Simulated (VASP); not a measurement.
# CrBiF6 (R-3) in VASP: single point with r2SCAN+U

Aim: the single point of CrBiF6 with r2SCAN+U.

Program: VASP 6.6.1. These are calculated values, not measurements. Logs are shortened: lines on timing, memory, paths and dates and some standing lists are left out, and cuts for length are marked.

## Step 1: The crystal as given

Symmetry: R-3, No. 148, trigonal system. Conventional cell: a = 5.316 Å, b = 5.316 Å, c = 14.556 Å, α = 90.00°, β = 90.00°, γ = 120.00°. Bi (site symmetry -3) has 6 F at 2.31 Å as nearest neighbours. Around Cr (site symmetry -3) lie 6 F at 1.91 Å. F (site symmetry 1) is surrounded by 1 Cr at 1.91 Å.

The cell was built by a generator and needn't be a form met in nature.

## Step 2: Single point, r2SCAN+U

Input file POSCAR:

```
CrBiF6
1.0
    2.6578253400      4.6034885200      0.0000000000
   -2.6578253400      4.6034885200      0.0000000000
    0.0000000000     -3.0689926800      4.8520002600
Bi Cr F
1 1 6
Direct
    0.5000000000      0.5000000000      0.5000000000
    0.0000000000      0.0000000000      0.0000000000
    0.2200000000      0.6300000000      0.7750000000
    0.9250000000      0.2200000000      0.7750000000
    0.6300000000      0.9250000000      0.7750000000
    0.7800000000      0.3700000000      0.2250000000
    0.0750000000      0.7800000000      0.2250000000
    0.3700000000      0.0750000000      0.2250000000
```

Input file INCAR.step1:

```
  ALGO = Normal
  EDIFF = 1E-4
  ENCUT = 520
  GGA = PE
  ISMEAR = -1
  LASPH = True
  LCHARG = False
  LDAU = True
  LDAUJ = 0 0 0
  LDAUL = -1 2 -1
  LDAUTYPE = 2
  LDAUU = 0 5.5 0
  LMAXMIX = 4
  LREAL = False
  LWAVE = True
  NBANDS = 44
  NELM = 150
  PREC = Accurate
  SIGMA = 0.1
```

Input file INCAR.step2:

```
  ALGO = Normal
  EDIFF = 1E-6
  ENCUT = 520
  ISIF = 2
  ISMEAR = -1
  ISTART = 1
  LASPH = True
  LCHARG = False
  LDAU = True
  LDAUJ = 0 0 0
  LDAUL = -1 2 -1
  LDAUPRINT = 1
  LDAUTYPE = 2
  LDAUU = 0 5.5 0
  LMAXMIX = 4
  LMIXTAU = True
  LREAL = False
  LWAVE = False
  METAGGA = R2SCAN
  NBANDS = 44
  NELM = 150
  PREC = Accurate
  SIGMA = 0.1
```

Input file KPOINTS:

```
k-points
0
Gamma
  4 4 4
```

Potentials or basis: VASP PAW PBE potentials, release 64 (Bi_d, Cr_pv, F).

Run with:

```
$ cat potpaw_PBE.64/Bi_d/POTCAR potpaw_PBE.64/Cr_pv/POTCAR potpaw_PBE.64/F/POTCAR > POTCAR
$ cp INCAR.step1 INCAR
$ mpirun -np 1 vasp_std > vasp.out
$ cp INCAR.step2 INCAR
$ mpirun -np 1 vasp_std > vasp.out
```

OUTCAR:

```text
EDIFF = 1E-6
   ENCUT = 520
   ISIF = 2
   ISMEAR = -1
   ISTART = 1
   LASPH = True
   LREAL = False
   METAGGA = R2SCAN
   NELM = 150
   PREC = Accurate

 ion  position               nearest neighbor table
   1  0.500  0.500  0.500-   5 2.31   8 2.31   7 2.31   4 2.31   3 2.31   6 2.31
   2  0.000  0.000  0.000-   5 1.91   8 1.91   6 1.91   3 1.91   7 1.91   4 1.91
   3  0.220  0.630  0.775-   2 1.91   1 2.31
   4  0.925  0.220  0.775-   2 1.91   1 2.31
   5  0.630  0.925  0.775-   2 1.91   1 2.31
   6  0.780  0.370  0.225-   2 1.91   1 2.31
   7  0.075  0.780  0.225-   2 1.91   1 2.31
   8  0.370  0.075  0.225-   2 1.91   1 2.31

  LATTYP: Found a trigonal (rhomboedric) cell.
 ALAT       =     5.7411339946
 COS(alpha) =     0.5713651239

  Lattice vectors:

 A1 = (   2.6578253400,   1.5344958400,   4.8520002600)
 A2 = (  -2.6578253400,   1.5344958400,   4.8520002600)
 A3 = (   0.0000000000,  -3.0689926800,   4.8520002600)

Analysis of symmetry for initial positions (statically):
=====================================================================
 Subroutine PRICEL returns:
 Original cell was already a primitive cell.

 Routine SETGRP: Setting up the symmetry group for a
 trigonal (rhombohedral) supercell.

 Subroutine GETGRP returns: Found  6 space group operations
 (whereof  6 operations were pure point group operations)
 out of a pool of 12 trial point group operations.

The static configuration has the point symmetry S_6 .

Analysis of symmetry for dynamics (positions and initial velocities):
=====================================================================
 Subroutine PRICEL returns:
 Original cell was already a primitive cell.

 Routine SETGRP: Setting up the symmetry group for a
 trigonal (rhombohedral) supercell.

 Subroutine GETGRP returns: Found  6 space group operations
 (whereof  6 operations were pure point group operations)
 out of a pool of 12 trial point group operations.

The dynamic configuration has the point symmetry S_6 .

 Subroutine INISYM returns: Found  6 space group operations
 (whereof  6 operations are pure point group operations),
 and found     1 'primitive' translations

----------------------------------------------------------------------------------------

                                     Primitive cell

  volume of cell :     118.7311

  direct lattice vectors                    reciprocal lattice vectors
     2.657825340  4.603488520  0.000000000     0.188123724  0.108613283  0.068700196
    -2.657825340  4.603488520  0.000000000    -0.188123724  0.108613283  0.068700196
     0.000000000 -3.068992680  4.852000260     0.000000000  0.000000000  0.206100566

  length of vectors
     5.315650674  5.315650674  5.741134260     0.227831292  0.227831292  0.206100566

  position of ions in fractional coordinates (direct lattice)
     0.500000000  0.500000000  0.500000000
     0.000000000  0.000000000  0.000000000
     0.220000000  0.630000000  0.775000000
     0.925000000  0.220000000  0.775000000
     0.630000000  0.925000000  0.775000000
     0.780000000  0.370000000  0.225000000
     0.075000000  0.780000000  0.225000000
     0.370000000  0.075000000  0.225000000

  ion indices of the primitive-cell ions
   primitive index   ion index
                 1           1
                 2           2
                 3           3
                 4           4
                 5           5
                 6           6
                 7           7
                 8           8

----------------------------------------------------------------------------------------

 KPOINTS: k-points

Automatic generation of k-mesh.
 Grid dimensions read from file:
 generate k-points for:    4    4    4

 Generating k-lattice:

  Cartesian coordinates                     Fractional coordinates (reciprocal lattice)
     0.047030931  0.027153321  0.017175049     0.250000000  0.000000000 -0.000000000
    -0.047030931  0.027153321  0.017175049     0.000000000  0.250000000 -0.000000000
     0.000000000  0.000000000  0.051525142     0.000000000  0.000000000  0.250000000

  Length of vectors
     0.056957823  0.056957823  0.051525142

  Shift w.r.t. Gamma in fractional coordinates (k-lattice)
     0.000000000  0.000000000  0.000000000

 Subroutine IBZKPT returns following result:
 ===========================================

 Found     14 irreducible k-points:

 Following reciprocal coordinates:
            Coordinates               Weight
  0.000000  0.000000  0.000000      1.000000
  0.250000  0.000000  0.000000      6.000000
  0.500000  0.000000  0.000000      3.000000
  0.250000  0.250000  0.000000      6.000000
  0.500000  0.250000  0.000000      6.000000
 -0.250000  0.250000 -0.250000      6.000000
 -0.250000  0.250000  0.000000      6.000000
  0.500000  0.500000  0.000000      3.000000
  0.000000  0.000000  0.250000      2.000000
  0.250000  0.000000  0.250000      6.000000
  0.500000  0.000000  0.250000      6.000000
  0.250000  0.250000  0.250000      6.000000
  0.500000  0.250000  0.250000      6.000000
  0.000000  0.000000  0.500000      1.000000
   k-points           NKPTS =     14   k-points in BZ     NKDIM =     14   number of bands    NBANDS=     44
   number of dos      NEDOS =    301   number of ions     NIONS =      8
   total plane-waves  NPLWV =  76800
   dimension x,y,z NGX =    40 NGY =   40 NGZ =   48
   dimension x,y,z NGXF=    80 NGYF=   80 NGZF=   96
   ions per type =               1   1   6
   NGX,Y,Z   is equivalent  to a cutoff of  12.51, 12.51, 13.90 a.u.
   NGXF,Y,Z  is equivalent  to a cutoff of  25.02, 25.02, 27.80 a.u.
 SYSTEM =  unknown system
   PREC   = accura    normal or accurate (medium, high low for compatibility)
   ISTART =      1    job   : 0-new  1-cont  2-samecut
   ICHARG =      0    charge: 1-file 2-atom 10-const
   ISPIN  =      1    spin polarized calculation?
   LNONCOLLINEAR =      F non collinear calculations
   LSORBIT =      F    spin-orbit coupling
   LASPH  =      T    aspherical Exc in radial PAW
   ENCUT  =  520.0 eV  38.22 Ry    6.18 a.u.   9.88  9.88 10.67*2*pi/ulx,y,z
   NELM   =    150;   NELMIN=  2; NELMDL=  0     # of ELM steps
   EDIFF  = 0.1E-05   stopping-criterion for ELM
   LREAL  =      F    real-space projection
   EDIFFG = 0.1E-04   stopping-criterion for IOM
   NSW    =      0    number of steps for IOM
   IBRION =     -1    ionic relax: 0-MD 1-quasi-New 2-CG
   NFREE  =      0    steps in history (QN), initial steepest desc. (CG)
   ISIF   =      2    stress and relaxation
   ISYM   =      2    0-nonsym 1-usesym 2-fastsym
   POTIM  = 0.5000    time-step for ionic-motion
   TEBEG  =    0.0;   TEEND  =   0.0 temperature during run
   PSTRESS=    0.0 pullay stress
   NELECT =      69.0000    total number of electrons
   NUPDOWN=      -1.0000    fix difference up-down
   EMIN   =  10.00;   EMAX   =-10.00  energy-range for DOS
   EFERMI =   0.00;   METHOD = LEGACY
   ISMEAR =    -1;   SIGMA  =   0.10  broadening in eV -4-tet -1-fermi 0-gaus
   EFERMI_NEDOS =   21; number of points for ismear=-14 and -15
   IALGO  =     38    algorithm
   IMIX   =      4    mixing-type and parameters
     AMIX     =   0.40;   BMIX     =  1.00
     AMIX_MAG =   1.60;   BMIX_MAG =  1.00
  volume/ion in A,a.u.               =      14.84       100.15
  Fermi-wavevector in a.u.,A,eV,Ry     =   1.366165  2.581677 25.393999  1.866406
  Thomas-Fermi vector in A             =   2.492329
   LORBIT       =      0    0 simple, 1 ext, 2 COOP (PROOUT), +10 PAW based schemes
 LDA+U is selected, type is set to LDAUTYPE =  2
   angular momentum for each species LDAUL =    -1    2   -1
   U (eV)           for each species LDAUU =   0.0  5.5  0.0
   J (eV)           for each species LDAUJ =   0.0  0.0  0.0
   METAGGA = R2SCAN    functional components
   LHFCALC =     F    Hartree Fock is set to
   AEXX    =    0.0000 exact exchange contribution
   IVDW    =     0    specifies the selected vdW correction
   LEPSILON=     F    determine dielectric tensor
   LRPA    =     F    only Hartree local field effects (RPA)
 non-spin polarized calculation
  energy-cutoff  :      520.00
  volume of cell :      118.73
 maximum number of plane-waves:      3211
   NGX = 19   NGY = 19   NGZ = 21

atom =   2  type =  2  l = 2

 onsite density matrix

spin component  1

  0.4277 -0.2867 -0.0000  0.0357 -0.0000
 -0.2867  0.5265  0.0000 -0.0000  0.0357
 -0.0000  0.0000  0.0550 -0.0000  0.0000
  0.0357 -0.0000 -0.0000  0.5265  0.2867
 -0.0000  0.0357  0.0000  0.2867  0.4277

spin component  2

  0.4277 -0.2867 -0.0000  0.0357 -0.0000
 -0.2867  0.5265  0.0000 -0.0000  0.0357
 -0.0000  0.0000  0.0550 -0.0000  0.0000
  0.0357 -0.0000 -0.0000  0.5265  0.2867
 -0.0000  0.0357  0.0000  0.2867  0.4277

 occupancies and eigenvectors

  o =  0.0550  v =  0.0000 -0.0000  1.0000 -0.0000  0.0000  0.0000  0.0000  0.0000  0.0000  0.0000      0.0000  0.0000  0.0000  0.0000  0.0000  0.0000  0.0000  0.0000  0.0000  0.0000
  o =  0.0550  v =  0.0000  0.0000  0.0000  0.0000  0.0000  0.0000 -0.0000  1.0000 -0.0000  0.0000      0.0000  0.0000  0.0000  0.0000  0.0000  0.0000  0.0000  0.0000  0.0000  0.0000
  o =  0.1840  v = -0.5085 -0.4851 -0.0000 -0.4248  0.5707  0.0000  0.0000  0.0000  0.0000  0.0000      0.0000  0.0000  0.0000  0.0000  0.0000  0.0000  0.0000  0.0000  0.0000  0.0000
  o =  0.1840  v =  0.0000  0.0000  0.0000  0.0000  0.0000 -0.5085 -0.4851 -0.0000 -0.4248  0.5707      0.0000  0.0000  0.0000  0.0000  0.0000  0.0000  0.0000  0.0000  0.0000  0.0000
  o =  0.1840  v =  0.0000  0.0000  0.0000  0.0000  0.0000 -0.5707 -0.4248 -0.0000  0.4851 -0.5085      0.0000  0.0000  0.0000  0.0000  0.0000  0.0000  0.0000  0.0000  0.0000  0.0000
  o =  0.1840  v = -0.5707 -0.4248 -0.0000  0.4851 -0.5085  0.0000  0.0000  0.0000  0.0000  0.0000      0.0000  0.0000  0.0000  0.0000  0.0000  0.0000  0.0000  0.0000  0.0000  0.0000
  o =  0.7702  v =  0.0000  0.0000  0.0000  0.0000  0.0000 -0.4859  0.5095  0.0000 -0.5698 -0.4239      0.0000  0.0000  0.0000  0.0000  0.0000  0.0000  0.0000  0.0000  0.0000  0.0000
  o =  0.7702  v = -0.4859  0.5095  0.0000 -0.5698 -0.4239  0.0000  0.0000  0.0000  0.0000  0.0000      0.0000  0.0000  0.0000  0.0000  0.0000  0.0000  0.0000  0.0000  0.0000  0.0000
  o =  0.7702  v =  0.0000  0.0000  0.0000  0.0000  0.0000  0.4239 -0.5698 -0.0000 -0.5095 -0.4859      0.0000  0.0000  0.0000  0.0000  0.0000  0.0000  0.0000  0.0000  0.0000  0.0000
  o =  0.7702  v =  0.4239 -0.5698 -0.0000 -0.5095 -0.4859  0.0000  0.0000  0.0000  0.0000  0.0000      0.0000  0.0000  0.0000  0.0000  0.0000  0.0000  0.0000  0.0000  0.0000  0.0000

 number of electron      68.9999996 magnetization

 Free energy of the ion-electron system (eV)
  ---------------------------------------------------
  ext. energy  EPLUGINS =         0.00000000
  ---------------------------------------------------
  free energy    TOTEN  =      -107.21360066 eV

  energy without entropy =     -107.00881872  energy(sigma->0) =     -107.11120969

 E-fermi :   1.4507     XC(G=0):  -9.8063

 val. band max:        1.4317722626   @ k =  -0.2500   0.2500  -0.2500
 cond. band min:       1.4728396307   @ k =   0.5000   0.2500   0.2500
 fundamental gap:      0.0410673681
 Fermi energy:         1.4506526407

 k-point     1 :       0.0000    0.0000    0.0000
  band No.  band energies     occupation
      1     -43.4904      2.00000
      2     -42.8930      2.00000
      3     -42.8929      2.00000
      4     -23.1795      2.00000
      5     -23.1795      2.00000
      6     -23.1596      2.00000
[... 36 lines left out ...]
     43       8.7517      0.00000
     44      12.8139      0.00000
[... 570 lines left out ...]
      4     -23.1501      2.00000
      5     -23.1501      2.00000
      6     -22.9751      2.00000
[... 36 lines left out ...]
     43      10.4320      0.00000
     44      12.4455      0.00000

------------------------ aborting loop because EDIFF is reached ----------------------------------------

  FORCE on cell =-STRESS in cart. coord.  units (eV):
  Direction    XX          YY          ZZ          XY          YZ          ZX
  --------------------------------------------------------------------------------------
  -------------------------------------------------------------------------------------
  Total        0.4483873      0.4483873      0.3924085      0.0000978     -0.0000000     -0.0000000
  in kB        6.0506151      6.0506151      5.2952278      0.0013201     -0.0000004     -0.0000000
  external PRESSURE =       5.7988193 kB  Pullay stress =       0.0000000 kB

 VOLUME and BASIS-vectors are now :
 -----------------------------------------------------------------------------
  energy-cutoff  :      520.00
  volume of cell :      118.73
      direct lattice vectors                 reciprocal lattice vectors
     2.657825340  4.603488520  0.000000000     0.188123724  0.108613283  0.068700196
    -2.657825340  4.603488520  0.000000000    -0.188123724  0.108613283  0.068700196
     0.000000000 -3.068992680  4.852000260     0.000000000  0.000000000  0.206100566

 POSITION                                       TOTAL-FORCE (eV/Angst)
 -----------------------------------------------------------------------------------
      0.00000      3.06899      2.42600         0.000000     -0.000000     -0.000000
      0.00000      0.00000      0.00000         0.000000     -0.000000     -0.000000
     -1.08971      1.53450      3.76030         0.534526      0.178220     -0.510847
      1.87377      2.89253      3.76030        -0.421606      0.373803     -0.510847
     -0.78406      4.77996      3.76030        -0.112919     -0.552023     -0.510847
      1.08971      4.60349      1.09170        -0.534526     -0.178220      0.510847
     -1.87377      3.24546      1.09170         0.421606     -0.373803      0.510847
      0.78406      1.35803      1.09170         0.112919      0.552023      0.510847
 -----------------------------------------------------------------------------------
    total drift:                                0.000000     -0.000000      0.000000

  FREE ENERGIE OF THE ION-ELECTRON SYSTEM (eV)
  ---------------------------------------------------
  free  energy   TOTEN  =      -107.2136006562 eV

  energy  without entropy=     -107.0088187174  energy(sigma->0) =     -107.11120969
```

It took 4.5 min on 1 thread of Intel Xeon Platinum 8488C (Sapphire Rapids), shared host; peak memory 0.33 GiB.

What came out:

```
Free energy            : -107.2136 eV
Pressure               : 0.6 GPa
Largest force          : 0.761 eV/Å
Band gap on the k mesh : none (metal or under the smearing width)
```

Forces in eV/Å, atoms in the order of the input:
```
Bi   0.000  0.000  0.000
Cr   0.000  0.000  0.000
F    0.535  0.178 -0.511
F   -0.422  0.374 -0.511
F   -0.113 -0.552 -0.511
F   -0.535 -0.178  0.511
F    0.422 -0.374  0.511
F    0.113  0.552  0.511
```

Eigenvalues of the final occupation matrices:
```tsv
site	spin	trace	eigenvalues
site 2 d	1	1.96	0.06 0.18 0.18 0.77 0.77
site 2 d	2	1.96	0.06 0.18 0.18 0.77 0.77
```

Caveat: the PAW data sets were made with another functional, which shifts forces and pressure a little; spin-orbit coupling is left out, which moves the levels of the heavy elements; an odd number of electrons without spin polarisation forces a metal; a magnetic or distorted state may lie lower; the run has no spin polarisation, though such a crystal can be magnetic; U without spin polarisation on a metal has little footing. Spin polarisation is off, so any magnetic state and its effect on volume and gap are missing.
